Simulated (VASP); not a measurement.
A run of VASP 6.6.1:

File INCAR:

```
SYSTEM = Ti2SnTe2
PREC     = Accurate       ! precision mode
ENCUT    = 520            ! plane-wave cutoff, eV
EDIFF    = 1E-6           ! SCF threshold, eV
ISMEAR   = 0              ! smearing method
SIGMA    = 0.1            ! smearing width, eV
LREAL    = .False.        ! projectors in reciprocal space
LASPH    = .True.         ! aspherical terms in the spheres
NELM     = 120            ! most SCF steps
ALGO     = Normal         ! electronic algorithm
ISIF     = 3              ! what is computed and relaxed
LWAVE    = .False.        ! write WAVECAR
LCHARG   = .False.        ! write CHGCAR
GGA      = PE             ! functional
IBRION   = 2              ! ionic algorithm
NSW      = 90             ! ionic steps
EDIFFG   = -0.01          ! ionic threshold
KPAR     = 4
```

Contents of KPOINTS:

```
Automatic mesh
0
Gamma
  10 10 2
  0 0 0
```

The input POSCAR:

```
Ti2SnTe2
1.0
    3.8532133900      0.0000000000      0.0000000000
   -1.9266067000      3.3369806800      0.0000000000
    0.0000000000      0.0000000000     21.0780000000
Ti Sn Te
4 2 4
Direct
    0.6666666700      0.3333333300      0.8337603200
    0.6666666700      0.3333333300      0.6662396800
    0.3333333300      0.6666666700      0.1662396800
    0.3333333300      0.6666666700      0.3337603200
    0.0000000000      0.0000000000      0.7500000000
    0.0000000000      0.0000000000      0.2500000000
    0.3333333300      0.6666666700      0.9101432800
    0.3333333300      0.6666666700      0.5898567200
    0.6666666700      0.3333333300      0.0898567200
    0.6666666700      0.3333333300      0.4101432800
```

Potentials or basis: VASP PAW PBE potentials, release 64 (Ti_sv, Sn_d, Te).

Run with:

```console
$ cat potpaw_PBE.64/Ti_sv/POTCAR potpaw_PBE.64/Sn_d/POTCAR potpaw_PBE.64/Te/POTCAR > POTCAR
$ mpirun -np 4 vasp_std > vasp.out
```

Hardware: 4 MPI ranks on Intel(R) Xeon(R) Platinum 8259CL CPU @ 2.50GHz (Skylake/Cascade Lake) (shared host).

Q: How long does it take, and how much memory?

A: Run time: 22 min on 4 MPI ranks on Intel(R) Xeon(R) Platinum 8259CL CPU @ 2.50GHz (Skylake/Cascade Lake), with other jobs on the host, peak memory 0.66 GiB a rank. Counts: scf iterations 85, k points 28, ion steps 10.
